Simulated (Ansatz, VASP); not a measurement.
# Cross-check of TiO2 (Anatase) between VASP and Ansatz

Wanted: the spread between two codes on one cell, functional and k mesh. The cell is taken from a series of VASP runs on this material, whose earlier steps may have relaxed, scaled or displaced it; both programs get it as it stands.

Calculated with Ansatz 0.2.0; plane waves, with VASP 6.6.1 beside it; relaxation of cell and atoms at PBE, single point at PBE and band structure at PBE.

### Step 1. The structure

Symmetry: I4_1/amd, No. 141, tetragonal system. Conventional cell: a = 3.803 Å, b = 3.803 Å, c = 9.707 Å, α = 90.00°, β = 90.00°, γ = 90.00°. Ti has 6 O at 1.95 to 2.00 Å nearest. Nearest to O lie 3 Ti at 1.95 to 2.00 Å. Farther neighbours and most contacts between anions are not listed.

### Step 2. Ansatz: relaxation of cell and atoms, PBE

Ansatz runs on its default PAW (the set named soft_2) files.

The relaxed volume is the usual yardstick between codes: its relative difference is about their pressure difference at one cell divided by the bulk modulus.

File input.yaml:

```yaml
crystal:
  lattice:
    - [-1.9015196885, 1.9015196885, 4.8532805908]
    - [1.9015196885, -1.9015196885, 4.8532805908]
    - [1.9015196885, 1.9015196885, -4.8532805908]
  atoms:
    - { symbol: Ti, position: [0.0, 0.0, 0.0] }
    - { symbol: Ti, position: [0.75, 0.25, 0.5] }
    - { symbol: O, position: [0.2065503743, 0.2065503743, 0.0] }
    - { symbol: O, position: [0.9565503743, 0.4565503743, 0.5] }
    - { symbol: O, position: [0.5434496257, 0.0434496257, 0.5] }
    - { symbol: O, position: [0.7934496257, 0.7934496257, 0.0] }
hamiltonian:
  xc: pbe
  pseudopotentials: { kind: paw }
kpoints:
  mp_grid: { grid: [8, 8, 8] }
scf:
  occupations: { method: gaussian, width: 0.05 }
relax:
  f_tol: 0.01
  max_steps: 60
  cell: { stress_tol: 0.05 }
output:
  forces: true
  stress: true
```

On the command line:

```sh
> ansatz run input.yaml --threads 4 --pin off --max-ram 9216MiB --backend cpu --events-out ev --progress --plain --runs-dir out
```

Numbers of over 12 decimals in the logs are rounded to 6 here.

The program printed:

```text
basis.fft_grid_basis auto: the FFT boxes are laid along the combinations [[1, 0, 1], [0, 1, 1], [0, 0, 1]] of the cell's own vectors, 3.803, 3.803 and 5.549 Å long. The dense box has 27×27×40 points. Along the cell's own vectors, as sized, it would have 40×40×40, 2.19 times as many. Of the 16 symmetry operations that the crystal satisfies within crystal.symmetry.tolerance (time reversal apart; of a slab, those that k [...]
Engine: ansatz 0.2.0, aarch64-unknown-linux-gnu
Pseudopotentials: kind: paw
Pseudopotential: Ti, paw, valence charge 12, recommended cutoff 420 eV (normal), Ti.paw.azcp
Pseudopotential: O, paw, valence charge 6, recommended cutoff 420 eV (normal), O.paw.azcp
Functional definition: PBE
  parameter kappa = 0.804
  parameter beta = 0.066725
  exchange = pbe_x(kappa = kappa, mu = beta*pi^2/3)
  correlation = pbe_c(beta = beta)
Crystal: 6 atoms, lattice volume = 70.194 Å³
Basis set: ecut = 420 eV, 1365 PW (Γ), FFT grids on a1+a3, a2+a3, a3, exchange–correlation on 54×54×80 points (8 copies of the dense FFT grid, shifted against one another)
Bands: 30, of which v1, the nominal top of the filled ones, is band 24 counted from 1 (23 counted from 0)
Symmetry: 16 space group operations
Space group: I41/amd (ITA 141), of the structure as read, at distance tolerance 4.1e-5 Å
k-points: 59 of 512
Non-local potential: Ti, projectors of the file, l = 0: 3, l = 1: 2, l = 2: 3, l = 3: 1
Non-local potential: O, projectors of the file, l = 0: 2, l = 1: 2, l = 2: 1
PAW form: soft (Blöchl's): semilocal exchange-correlation on the pseudo side does not see the compensation charge
PAW one-centre angular grid: Ti, 590 points (default); XC on 64 Gauss nodes
PAW one-centre angular grid: O, 110 points (default); XC on 64 Gauss nodes
Initial density: superposition of atomic densities (neutral atoms: chi_scale 0, normalization atom), corrected by the library's trained network
Initial wavefunctions: pseudopotential atomic-orbital guess
Functional: x = pbe(κ = 0.804, μ = 0.219515), c = pbe(β = 0.066725)
SCF iter   1: F=—  HF=-7277.497579 eV  |F-HF|=—  |Δ(HF+E_count)|=         —  Δρ=3.21e-3  dr2=2.06e-3  ethr=1.77e-3  ⟨swp⟩=4.4  Hψ=7201  notcnv=0
preconditioner: auto → Resta (q_TF=auto, 2.561 Å⁻¹)  ε∞=8.0  [insulator: Δε(μ)=2.152 eV  Ē_g=9.484 eV  σ=0.050 eV  W_gap=1.00  n_scr=22 (ndim 8)  ℏωp=25.1 eV  f_vac=0.107  D(μ)=0.00/eV (n_scr^D=0)  ε∞_Penn≈8.0]
SCF iter   2: F=—  HF=-7277.498987 eV  |F-HF|=—  |Δ(HF+E_count)|=   1.41e-3  Δρ=1.71e-3  dr2=6.16e-4  ethr=4.30e-6  ⟨swp⟩=2.1  Hψ=2972  notcnv=0
SCF iter   3: F=—  HF=-7277.499700 eV  |F-HF|=—  |Δ(HF+E_count)|=   7.13e-4  Δρ=8.94e-4  dr2=4.49e-4  ethr=1.28e-6  ⟨swp⟩=2.0  Hψ=2614  notcnv=0
SCF iter   4: F=—  HF=-7277.499722 eV  |F-HF|=—  |Δ(HF+E_count)|=   2.19e-5  Δρ=1.57e-4  dr2=1.26e-5  ethr=9.35e-7  ⟨swp⟩=2.0  Hψ=2286  notcnv=0
SCF iter   5: F=—  HF=-7277.499553 eV  |F-HF|=—  |Δ(HF+E_count)|=   1.69e-4  Δρ=5.18e-5  dr2=1.38e-6  ethr=2.64e-8  ⟨swp⟩=2.5  Hψ=2897  notcnv=0
SCF iter   6: F=—  HF=-7277.499554 eV  |F-HF|=—  |Δ(HF+E_count)|=   1.13e-6  Δρ=1.69e-5  dr2=1.33e-7  ethr=2.87e-9  ⟨swp⟩=2.1  Hψ=2490  notcnv=0
SCF iter   7: F=-7277.499554 eV  HF=-7277.499554 eV  |F-HF|=1.00e-8  |Δ(HF+E_count)|=   3.09e-7  Δρ=3.75e-6  dr2=5.28e-9  ethr=2.08e-10  ⟨swp⟩=4.0  Hψ=5776  notcnv=0
SCF 1 converged in 7 iterations: F = -7277.499554 eV  dr2 = 5.28e-9
  greatest PAW one-centre occupation: 0.999 electrons in one spin orbital (limit 2), on the Ti atom at site 1 (counted from 0), in its partial waves of l = 0
relax step   1: F+E_penalty+E_count = -7277.49955412 eV  Δ(F+E_penalty+E_count) = +0.000e0 eV  max|allowed force component| = 2.263e-2 eV/Å  Δτ_max = 0.0000 Å  P = -0.620 GPa  Ω = 70.194 Å³  (7 SCF iters, dr2 threshold 1.00e-7 eV, accepted)
[...]
relax step   2: F+E_penalty+E_count = -7277.50050935 eV  Δ(F+E_penalty+E_count) = -9.552e-4 eV  max|allowed force component| = 8.029e-3 eV/Å  Δτ_max = 0.0004 Å  P = -0.179 GPa  Ω = 70.054 Å³  energy of the carried Pulay correction = +5.844e-4 eV  (5 SCF iters, dr2 threshold 6.00e-7 eV, accepted)
[...]
relax step   3: F+E_penalty+E_count = -7277.50077367 eV  Δ(F+E_penalty+E_count) = -2.643e-4 eV  max|allowed force component| = 6.298e-4 eV/Å  Δτ_max = 0.0003 Å  P = +0.002 GPa  Ω = 69.999 Å³  energy of the carried Pulay correction = +8.129e-4 eV  (5 SCF iters, dr2 threshold 9.15e-8 eV, accepted)
[...]
relax step   4: F+E_penalty+E_count = -7277.50002654 eV  Δ(F+E_penalty+E_count) = +7.471e-4 eV  max|allowed force component| = 6.016e-4 eV/Å  Δτ_max = 0.0000 Å  P = -0.019 GPa  Ω = 69.999 Å³  stress off target by 2.63e-2 GPa  SCF on the basis re-selected at this cell (its energy is not comparable with the rows above)  (7 SCF iters)
basis re-selected at this cell: Δ(F+E_penalty+E_count) = +7.471e-4 eV, ΔP = -0.022 GPa vs the last step (what re-selecting the basis moved, of the pressure what is left beyond the Pulay correction that the steps carried, after the strain that the cell walked since its last selection, with what the two solves' SCF thresholds leave and, on support functions, any second-order correction that the steps lacked; it is no m [...]
SCF converged after 7 iterations
Free energy (F): -7277.500027 eV
Harris-Foulkes:  -7277.500027 eV  (|F-HF|=0.00e0)
Internal energy: -7277.500027 eV  (E = F + TS)
E sigma→0 (E₀):  -7277.500027 eV
Fermi energy:    8.019178 eV
--- Per-component energies (eV) ---
  E_band       = -471.366993
  E_kinetic    = 1244.840882
  E_local      = -3616.268296  (includes V_loc(G=0)·N_el)
  E_nonlocal   = 196.373821
  E_hartree    = 1401.110003
  E_xc         = -492.095420
  E_vxc        = -623.114604  (∫ρ·V_xc dr)
  E_paw        = -2721.730839  (= ΣΔE_a)
  E_vpaw       = -475.428913  (= ΣTr[D̂ρ^β])
  E_aug_tail   = 0.010156  (compensation charges beyond the density's cutoff)
  E_ewald      = -3289.740334
  E_smearing   = -0.000000  (= −TS)
  E_closure    = 0.000000  (closes the sum)
  Σ components = -7277.500027   (vs F -7277.500027, Δ=0.00e0)
--- Forces (eV/Å), atoms counted from 1 ---
  atom   1  Ti     0.00000000     0.00000000     0.00000000
  atom   2  Ti    -0.00000000     0.00000000     0.00000000
  atom   3  O     -0.00000000    -0.00000000    -0.00060163
  atom   4  O      0.00000000    -0.00000000    -0.00060163
  atom   5  O     -0.00000000    -0.00000000     0.00060163
  atom   6  O     -0.00000000    -0.00000000     0.00060163
  max |Σ_I F_I| component: 9.54e-18 eV/Å
--- Stress (GPa, compression-positive) ---
       -0.026295       0.000000       0.000000
        0.000000      -0.026295      -0.000000
        0.000000       0.000000      -0.005656
  P = ⅓ Tr σ = -0.0194 GPa (-0.194 kbar)
--- Relaxed structure (3 steps of the walk, 3 accepted, 1 SCFs on fresh bases) ---
  F+E_penalty+E_count = -7277.50002654 eV   max|allowed force component| = 6.016e-4 eV/Å   (the final SCF, on the basis selected at the relaxed cell)
  cell:  # Å, volume = 69.9991 Å³
    - [-1.899597, 1.899597, 4.849636]
    - [1.899597, -1.899597, 4.849636]
    - [1.899597, 1.899597, -4.849636]
  atoms:
    - { symbol: Ti, position: [0, 0, 0] }
    - { symbol: Ti, position: [0.75, 0.250000, 0.5] }
    - { symbol: O, position: [0.206476, 0.206476, 0] }
    - { symbol: O, position: [0.956476, 0.456476, 0.5] }
    - { symbol: O, position: [0.543524, 0.043524, 0.5] }
    - { symbol: O, position: [0.793524, 0.793524, 0] }
```

The job ended after 6.5 s (4 threads of Arm Neoverse V1, shared host; peak memory 0.44 GiB; 25 s of CPU time).

### Step 3. VASP: relaxation of cell and atoms, PBE

The same cell, functional, mesh and smearing now go to VASP, with its own data sets and cutoff.

Lines of VASP's logs that name or quote its potential files are left out, and so is its time.

File INCAR:

```
SYSTEM = TiO2
PREC = Accurate
ENCUT = 520
EDIFF = 1E-06
NELM = 100
ISMEAR = 0
SIGMA = 0.05
LREAL = .FALSE.
ALGO = Normal
GGA = PE
NBANDS = 30
LASPH = .TRUE.
LORBIT = 11
LWAVE = .FALSE.
LCHARG = .FALSE.
KPAR = 4
IBRION = 2
NSW = 60
ISIF = 3
EDIFFG = -0.01
```

File POSCAR:

```
TiO2
1.0
   -1.9015196885      1.9015196885      4.8532805908
    1.9015196885     -1.9015196885      4.8532805908
    1.9015196885      1.9015196885     -4.8532805908
Ti O
2 4
Direct
    0.0000000000      0.0000000000      0.0000000000
    0.7500000000      0.2500000000      0.5000000000
    0.2065503743      0.2065503743      0.0000000000
    0.9565503743      0.4565503743      0.5000000000
    0.5434496257      0.0434496257      0.5000000000
    0.7934496257      0.7934496257      0.0000000000
```

File KPOINTS:

```
Automatic mesh
0
Gamma
8 8 8
0 0 0
```

Potentials, in the order of the species: Ti_sv and O (PBE family, release 64).

On the command line:

```sh
> mpirun -np 4 vasp_std
```

The program printed:

```text
[banner, memory and clock lines left out]
running    4 mpi-ranks, on    1 nodes
 distrk:  each k-point on    1 cores,    4 groups
 distr:  one band on    1 cores,    1 groups

 POSCAR found type information on POSCAR TiO
 POSCAR found :  2 types and       6 ions
 LDA part: xc-table for (Slater+PW92), standard interpolation
 POSCAR, INCAR and KPOINTS ok, starting setup
 FFT: planning ... GRIDC
 FFT: planning ... GRID_SOFT
 FFT: planning ... GRID
 WAVECAR not read
 entering main loop
       N       E                     dE             d eps       ncg     rms          rms(c)
DAV:   1     0.669252671564E+03    0.66925E+03   -0.24780E+04  3540   0.185E+03
DAV:   2     0.367885395769E+02   -0.63246E+03   -0.60129E+03  3922   0.543E+02
DAV:   3    -0.662942236481E+02   -0.10308E+03   -0.10117E+03  5276   0.203E+02
DAV:   4    -0.711431535986E+02   -0.48489E+01   -0.48436E+01  5100   0.445E+01
DAV:   5    -0.713536062457E+02   -0.21045E+00   -0.21041E+00  4830   0.729E+00    0.313E+01
DAV:   6    -0.543950675098E+02    0.16959E+02   -0.10733E+02  4668   0.967E+01    0.118E+01
DAV:   7    -0.540672902961E+02    0.32778E+00   -0.16586E+01  4586   0.331E+01    0.825E+00
DAV:   8    -0.538913133471E+02    0.17598E+00   -0.25647E+00  4256   0.157E+01    0.312E+00
DAV:   9    -0.538646057936E+02    0.26708E-01   -0.46857E-01  5154   0.550E+00    0.115E+00
DAV:  10    -0.538685908381E+02   -0.39850E-02   -0.74219E-02  4230   0.232E+00    0.485E-01
DAV:  11    -0.538655010287E+02    0.30898E-02   -0.22964E-02  4760   0.992E-01    0.112E-01
DAV:  12    -0.538655449833E+02   -0.43955E-04   -0.29501E-03  4074   0.502E-01    0.714E-02
DAV:  13    -0.538654960952E+02    0.48888E-04   -0.21941E-04  4418   0.137E-01    0.155E-02
DAV:  14    -0.538655020171E+02   -0.59218E-05   -0.50867E-05  5398   0.426E-02    0.989E-03
DAV:  15    -0.538655019558E+02    0.61246E-07   -0.14842E-05  3868   0.271E-02    0.503E-03
DAV:  16    -0.538655016201E+02    0.33574E-06   -0.28709E-06  3048   0.170E-02
   1 F= -.53865502E+02 E0= -.53865502E+02  d E =-.538655E+02
 curvature:   0.00 expect dE= 0.000E+00 dE for cont linesearch  0.000E+00
 trial: gam= 0.00000 g(F)=  0.373E-05 g(S)=  0.750E-05 ort = 0.000E+00 (trialstep = 0.100E+01)
 search vector abs. value=  0.112E-04
 reached required accuracy - stopping structural energy minimisation
```

OUTCAR, selected parts (step 3):

```text
ion  position               nearest neighbor table
   1  0.000  0.000  0.000-   5 1.95   4 1.95   5 1.95   4 1.95   3 2.00   6 2.00
   2  0.750  0.250  0.500-   6 1.95   3 1.95   6 1.95   3 1.95   4 2.00   5 2.00
   3  0.207  0.207  0.000-   2 1.95   2 1.95   1 2.00
   4  0.957  0.457  0.500-   1 1.95   1 1.95   2 2.00
   5  0.543  0.043  0.500-   1 1.95   1 1.95   2 2.00
   6  0.793  0.793  0.000-   2 1.95   2 1.95   1 2.00

  LATTYP: Found a body centered tetragonal cell.
 ALAT       =     3.8030393770
 C/A-ratio  =     2.5523167707

 Subroutine GETGRP returns: Found 16 space group operations
 (whereof  8 operations were pure point group operations)

The static configuration has the point symmetry D_2d.
 The point group associated with its full space group is D_4h.

 Found     59 irreducible k-points:

   k-points           NKPTS =     59   k-points in BZ     NKDIM =     59   number of bands    NBANDS=     30

   dimension x,y,z NGX =    42 NGY =   42 NGZ =   42
   dimension x,y,z NGXF=    84 NGYF=   84 NGZF=   84

   ENCUT  =  520.0 eV  38.22 Ry    6.18 a.u.  10.32 10.32 10.32*2*pi/ulx,y,z

   NELECT =      48.0000    total number of electrons

 k-points in reciprocal lattice and weights: Automatic mesh
   0.00000000  0.00000000  0.00000000       0.002
   0.12500000  0.00000000 -0.00000000       0.016
   0.25000000  0.00000000 -0.00000000       0.016
   0.37500000  0.00000000 -0.00000000       0.016
   0.50000000  0.00000000 -0.00000000       0.008
   0.12500000  0.12500000 -0.00000000       0.016
   0.25000000  0.12500000 -0.00000000       0.031
   0.37500000  0.12500000  0.00000000       0.031
   0.50000000  0.12500000 -0.00000000       0.031
[...]
-0.37500000 -0.37500000  0.37500000       0.004
   0.50000000  0.50000000  0.50000000       0.002

 average (electrostatic) potential at core
       1 -77.4964       2 -77.4964       3 -70.5561       4 -70.5561       5 -70.5561
       6 -70.5561

 E-fermi :   3.3559

 k-point     1 :       0.0000    0.0000    0.0000
  band No.  band energies     occupation
    ...
     20       2.3248      2.00000
     21       2.3248      2.00000
     22       2.3377      2.00000
     23       2.7064      2.00000
     24       2.7064      2.00000
     25       5.2210      0.00000
     26       5.8846      0.00000
     27       7.0626      0.00000
     28       7.0626      0.00000
     29       7.0728      0.00000
    ...

 k-point     2 :       0.1250    0.0000   -0.0000
  band No.  band energies     occupation
    ...
     20       1.9946      2.00000
     21       2.2565      2.00000
     22       2.3563      2.00000
     23       2.4773      2.00000
     24       2.7187      2.00000
     25       5.5563      0.00000
     26       5.9461      0.00000
     27       6.6589      0.00000
     28       6.8076      0.00000
     29       7.0104      0.00000
    ...

 k-point     3 :       0.2500    0.0000   -0.0000
  band No.  band energies     occupation
    ...
     20       1.4665      2.00000
     21       1.8505      2.00000
     22       2.3265      2.00000
     23       2.3607      2.00000
     24       2.6478      2.00000
     25       6.0188      0.00000
     26       6.2802      0.00000
     27       6.3564      0.00000
     28       6.6048      0.00000
     29       6.9423      0.00000
    ...

  Total        0.0187490      0.0187490      0.0151555      0.0000000      0.0000000      0.0000000
  in kB        0.4279491      0.4279491      0.3459256      0.0000000      0.0000000      0.0000000
  external PRESSURE =       0.4006079 kB  Pullay stress =       0.0000000 kB

  energy-cutoff  :      520.00
  volume of cell :       70.19
      direct lattice vectors                 reciprocal lattice vectors
    -1.901519689  1.901519689  4.853280591     0.000000000  0.262947580  0.103023098
     1.901519689 -1.901519689  4.853280591     0.262947580  0.000000000  0.103023098
     1.901519689  1.901519689 -4.853280591     0.262947580  0.262947580  0.000000000

 POSITION                                       TOTAL-FORCE (eV/Angst)
 -----------------------------------------------------------------------------------
      0.00000      0.00000      0.00000         0.000000      0.000000      0.000000
      0.00000      1.90152      2.42664         0.000000      0.000000      0.000000
      0.00000      0.00000      2.00489        -0.000000      0.000000     -0.004398
      0.00000      1.90152      4.43153         0.000000     -0.000000     -0.004398
     -0.00000      1.90152      0.42175         0.000000     -0.000000      0.004398
      0.00000      0.00000      7.70167        -0.000000      0.000000      0.004398
 -----------------------------------------------------------------------------------
    total drift:                                0.000000      0.000000      0.000000

  FREE ENERGIE OF THE ION-ELECTRON SYSTEM (eV)
  ---------------------------------------------------
  free  energy   TOTEN  =       -53.8655016201 eV

  energy  without entropy=      -53.8655016201  energy(sigma->0) =      -53.86550162

 reached required accuracy - stopping structural energy minimisation

 total charge
# of ion       s       p       d       tot
------------------------------------------
    1        2.218   6.282   1.721  10.221
    2        2.218   6.282   1.721  10.221
    3        1.571   3.493   0.000   5.064
    4        1.571   3.493   0.000   5.064
    5        1.571   3.493   0.000   5.064
    6        1.571   3.493   0.000   5.064
--------------------------------------------------
tot         10.720  26.536   3.442  40.698

[... 3 further parts left out ...]
```

### Step 4. Differences

Known differences besides the potentials themselves: both relaxations stop at a tolerance, which leaves soft axes loose, and VASP keeps its plane-wave basis; the cutoff is 420 eV in Ansatz and 520 eV in VASP; Ansatz adds a Pulay correction to the stress that steers its cell, VASP none. Total energies have different zeros and are not compared.

The two programs side by side:

| quantity | Ansatz | VASP | difference |
| --- | --- | --- | --- |
| volume (Å³) | 70.00 | 70.19 | -0.28 % |
| edge a after relaxation, in the typed setting (Å) | 5.544 | 5.548 | -0.08 % |

The walks stopped with -0.02 GPa left in Ansatz and 0.04 GPa in VASP; each walk ends within a tolerance, so the volume difference is uncertain by about these residues over the bulk modulus, most in soft cells.

(Continued in part 2 of 2.)

[Lines on the potential files, build, host, timing and source positions are cut from VASP's logs without a mark.]

[Logs are printed without paths, hosts, clocks, repeated set-up lines and the standing remarks that a program may print on its own settings, such as how far it seeks lower states.]

[Hosts, paths, dates, database ids (printed as entryN), source tags and the programs' standing remarks are cut or masked in the printed files.]
